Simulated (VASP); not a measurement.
Level of theory: PBE GGA, VASP's PBE PAW potentials (set 64) (plane waves; VASP).

The input files of a VASP run:

**INCAR**
```
ALGO  =  Normal
EDIFF  =  1E-7
ENCUT  =  520
GGA  =  PE
ICHARG  =  11
ISMEAR  =  0
LASPH  =  T
LCHARG  =  F
LMAXMIX  =  6
LORBIT  =  11
LREAL  =  F
LWAVE  =  F
NELM  =  100
PREC  =  Accurate
SIGMA  =  0.05
SYSTEM  =  CeO2
```

**POSCAR**
```
CeO2
1
    0.0000000000     2.7306101479     2.7306101479
    2.7306101479     0.0000000000     2.7306101479
    2.7306101479     2.7306101479     0.0000000000
Ce O
1 2
Direct
  0.0000000000   0.0000000000   0.0000000000
  0.2500000000   0.2500000000   0.2500000000
  0.7500000000   0.7500000000   0.7500000000
```

File KPOINTS:
```
k-points along high-symmetry lines
15
Line-mode
Reciprocal
  0.000000   0.000000   0.000000 ! GAMMA
  0.500000   0.000000   0.500000 ! X

  0.500000   0.000000   0.500000 ! X
  0.625000   0.250000   0.625000 ! U

  0.375000   0.375000   0.750000 ! K
  0.000000   0.000000   0.000000 ! GAMMA

  0.000000   0.000000   0.000000 ! GAMMA
  0.500000   0.500000   0.500000 ! L

  0.500000   0.500000   0.500000 ! L
  0.500000   0.250000   0.750000 ! W

  0.500000   0.250000   0.750000 ! W
  0.500000   0.000000   0.500000 ! X
```

POTCAR, in this order: Ce O (PBE.64 set). Program: vasp_std. Read from the step before: CHGCAR.

The run wrote:

### OSZICAR
```
       N       E                     dE             d eps       ncg     rms          rms(c)
DAV:   1     0.183818393673E+03    0.18382E+03   -0.11860E+04  2896   0.203E+03
DAV:   2     0.628589496418E+01   -0.17753E+03   -0.17123E+03  3896   0.291E+02
DAV:   3    -0.247155346680E+02   -0.31001E+02   -0.30011E+02  4152   0.134E+02
DAV:   4    -0.262879026397E+02   -0.15724E+01   -0.15722E+01  3768   0.309E+01
DAV:   5    -0.263900014475E+02   -0.10210E+00   -0.10209E+00  4872   0.709E+00
DAV:   6    -0.263962763103E+02   -0.62749E-02   -0.62748E-02  4176   0.144E+00
DAV:   7    -0.263965307973E+02   -0.25449E-03   -0.25449E-03  4936   0.316E-01
DAV:   8    -0.263965418294E+02   -0.11032E-04   -0.11032E-04  4400   0.705E-02
DAV:   9    -0.263965428764E+02   -0.10470E-05   -0.10470E-05  4960   0.178E-02
DAV:  10    -0.263965429694E+02   -0.93036E-07   -0.93035E-07  4000   0.496E-03
   1 F= -.26396543E+02 E0= -.26396543E+02  d E =-.369056E-14
```

OUTCAR:
```
 val. band max:        5.0668425517   @ k =   0.2679   0.2679   0.5357

 cond. band min:       6.9285248538   @ k =   0.5000   0.5000   0.5000



 k-point     1 :       0.0000    0.0000    0.0000
  band No.  band energies     occupation
      1     -27.4118      2.00000
      2     -11.2113      2.00000
      3     -10.2638      2.00000
      4      -9.5881      2.00000
      5      -9.5881      2.00000
      6      -9.5881      2.00000
      7       1.3428      2.00000
      8       1.3428      2.00000
      9       1.3428      2.00000
     10       4.4831      2.00000
     11       4.4831      2.00000
     12       4.4831      2.00000
     13       7.2341      0.00000
     14       7.2341      0.00000
     15       7.2341      0.00000
     16       7.4635      0.00000

 k-point     2 :       0.0357    0.0000    0.0357
  band No.  band energies     occupation
      1     -27.4089      2.00000
      2     -11.2852      2.00000
      3     -10.2739      2.00000
      4      -9.5956      2.00000
      5      -9.5956      2.00000
      6      -9.5077      2.00000
      7       1.3627      2.00000
      8       1.3627      2.00000
      9       1.3777      2.00000
     10       4.4328      2.00000
     11       4.4931      2.00000
     12       4.4931      2.00000
     13       7.2298      0.00000
     14       7.2350      0.00000
     15       7.2350      0.00000
     16       7.4657      0.00000

 k-point     3 :       0.0714    0.0000    0.0714
  band No.  band energies     occupation
      1     -27.4002      2.00000
      2     -11.4718      2.00000
      3     -10.3038      2.00000
      4      -9.6175      2.00000
      5      -9.6175      2.00000
      6      -9.3012      2.00000
      7       1.4221      2.00000
      8       1.4221      2.00000
      9       1.4813      2.00000
     10       4.2865      2.00000
     11       4.5224      2.00000
     12       4.5224      2.00000
     13       7.2174      0.00000
     14       7.2376      0.00000
...
```

The density is held fixed in this step, so its total energy and stress have no physical meaning.

The compound is CeO2 in the fluorite structure. It was relaxed first. The run is not spin-polarised, so no magnetic state was tried.
